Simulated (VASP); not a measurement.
Cost and result of VASP (PAW) for the lattice constant a of TiC (rock salt). Static lattice. The cost counts the five points of the equation of state, each on the mesh and cut-off of its row, so the ratios hold those differences too. With PBE it took about 4 core-minutes. Times come from single runs on busy shared machines, so they are rough: good to a factor of about 2.

| level | k-mesh | cut-off (eV) | lattice constant a (Å) | cost over PBE |
|---|---|---|---|---|
| PW91 | 14×14×14 | 520 | 4.336 | within a factor of 2 |
| PBE | 14×14×14 | 520 | 4.335 | reference |
| PBEsol | 15×15×15 | 520 | 4.295 | within a factor of 2 |
| vdW-DF-cx | 15×15×15 | 520 | 4.308 | within a factor of 2 |
| PBE-D3 (zero damping) | 15×15×15 | 520 | 4.304 | within a factor of 2 |
| SCAN | 14×14×14 | 520 | 4.327 | about 4 times |
| r2SCAN | 14×14×14 | 520 | ___ | ___ |

Problem. What belongs in the gaps?

Solution. 
- r2SCAN, lattice constant a (Å): 4.334
- r2SCAN, cost over PBE: about 5 times

Left out are levels that failed, ran on another kind of processor or have no fit band path; at most nine are shown.

The compound is TiC in the rock salt structure.
